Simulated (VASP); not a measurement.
The system is WAu.

```
CELL_PARAMETERS angstrom
0.00000 2.74798 2.74798
2.74798 0.00000 2.74798
2.74798 2.74798 0.00000
ATOMIC_POSITIONS crystal
W 0.00000 0.00000 0.00000
Au 0.75000 0.75000 0.75000
```

The cell was built by a generator and needn't be a form met in nature.

| Quantity | Value |
| --- | --- |
| Program | VASP 6.6.1 |
| Task | relaxation of cell and atoms |
| Functional | revPBE |
| Dispersion | D3(BJ) |
| Potentials or basis | VASP PAW PBE potentials, release 64 (W_sv, Au) |
| Cutoff | 600 eV |
| k mesh | 8 × 8 × 8 |
| Occupations | fermi-dirac, width 0.05 eV |
| Spin | no spin polarisation |

At the start: pressure 26.0 GPa; volume 20.75 Å³/atom.

**Question.** How do energy, volume and symmetry change on relaxing?

**Answer.** Over 5 steps the energy falls by 210.2 meV/atom and the volume is 23.69 Å³/atom (+14.2 %); space group F-43m (No. 216, to 0.05 Å).

Step by step:
| step | energy change (eV) | largest force (eV/Å) | pressure (GPa) | volume (Å³) |
| --- | --- | --- | --- | --- |
| 1 | 0.0000 | 0.0000 | 26.04 | 41.50 |
| 2 | 1.1364 | 0.0000 | -19.94 | 65.23 |
| 3 | -0.4152 | 0.0000 | -2.16 | 48.14 |
| 4 | -0.4202 | 0.0000 | -0.43 | 47.53 |
| 5 | -0.4204 | 0.0000 | -0.04 | 47.39 |

Final structure:
```xyz
2
Lattice="0.0000 2.8722 2.8722 2.8722 0.0000 2.8722 2.8722 2.8722 0.0000" Properties=species:S:1:pos:R:3 pbc="T T T"
W     0.0000    0.0000    0.0000
Au    4.3083    4.3083    4.3083
```

Caveat: the PAW data sets were made with another functional, which shifts forces and pressure a little; pairwise dispersion overbinds metals, which lowers pressure and volume.
